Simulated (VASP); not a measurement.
A run of VASP 6.6.1 is set up as follows.

The input INCAR:

```
SYSTEM = Pt
PREC     = Accurate       ! precision mode
ENCUT    = 600            ! plane-wave cutoff, eV
EDIFF    = 1E-7           ! SCF threshold, eV
ISMEAR   = 0              ! smearing method
SIGMA    = 0.1            ! smearing width, eV
LREAL    = .False.        ! projectors in reciprocal space
LASPH    = .True.         ! aspherical terms in the spheres
NELM     = 80             ! most SCF steps
ALGO     = Normal         ! electronic algorithm
ISIF     = 3              ! what is computed and relaxed
LWAVE    = .False.        ! write WAVECAR
LCHARG   = .False.        ! write CHGCAR
IBRION   = 2              ! ionic algorithm
NSW      = 90             ! ionic steps
EDIFFG   = -0.005         ! ionic threshold
```

The input KPOINTS:

```
Automatic mesh
0
Gamma
  18 18 18
  0 0 0
```

The input POSCAR:

```
Pt
1.0
    0.0000000000      1.9715751800      1.9715751800
    1.9715751800      0.0000000000      1.9715751800
    1.9715751800      1.9715751800      0.0000000000
Pt
1
Direct
    0.0000000000      0.0000000000      0.0000000000
```

Potentials or basis: VASP PAW LDA potentials, release 64 (Pt).

The run is started by

```sh
$ cat potpaw_LDA.64/Pt/POTCAR > POTCAR
$ mpirun -np 1 vasp_std > vasp.out
```

Predict the band gap on the k mesh.

none (metal or under the smearing width).

Estimate the space group after relaxing (to 0.05 Å).

Fm-3m (No. 225).

Step by step:
```tsv
step	energy change (eV)	largest force (eV/Å)	pressure (GPa)	volume (Å³)
1	0.0000	0.0000	-9.77	15.33
2	0.1534	0.0000	41.75	13.35
3	-0.0167	0.0000	-0.44	14.82
4	-0.0167	0.0000	-0.08	14.80
5	-0.0167	0.0000	0.14	14.79
6	-0.0167	0.0000	-0.34	14.82
7	-0.0167	0.0000	0.00	14.80
```

The run has no spin-orbit coupling, so splittings on Pt are missing.
